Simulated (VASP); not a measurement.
A convergence study with VASP on AlAs (zinc blende): one setting is varied, all else stays as given below, so the limit is that of these other settings.

```
CELL_PARAMETERS angstrom
      0.00000     2.83000     2.83000
      2.83000     0.00000     2.83000
      2.83000     2.83000     0.00000
ATOMIC_POSITIONS crystal
  Al 0.00000 0.00000 0.00000
  As 0.25000 0.25000 0.25000
```

Calculation: PBE GGA, VASP's PBE PAW potentials (set 64) (plane waves; VASP). The tightest run used: 550 eV cut-off, 17×17×17 Γ-centred mesh, Gaussian smearing of 0.050 eV, potentials Al As.

```tsv
setting	E (eV/atom)	pressure (GPa)	irreducible k-points
1×1×1 mesh	2.4744	31.46	1
2×2×2 mesh	-3.6938	8.03	3
3×3×3 mesh	-4.4714	3.95	4
```

**Question.** These are the cheaper rows. Estimate the results at 17×17×17 mesh, and how far the last row shown lies from them.

**Answer.** 
```json
[
 {"quantity": "E (eV/atom)", "tightest run": "-4.6874", "last row shown is off by": "0.2159"},
 {"quantity": "pressure (GPa)", "tightest run": "2.81", "last row shown is off by": "1.15"}
]
```

Left out are rungs that failed or repeat a setting and relaxations that didn't move; long series are thinned to 24 rows.

The compound is AlAs in the zinc blende structure. The cell was not relaxed at this level.
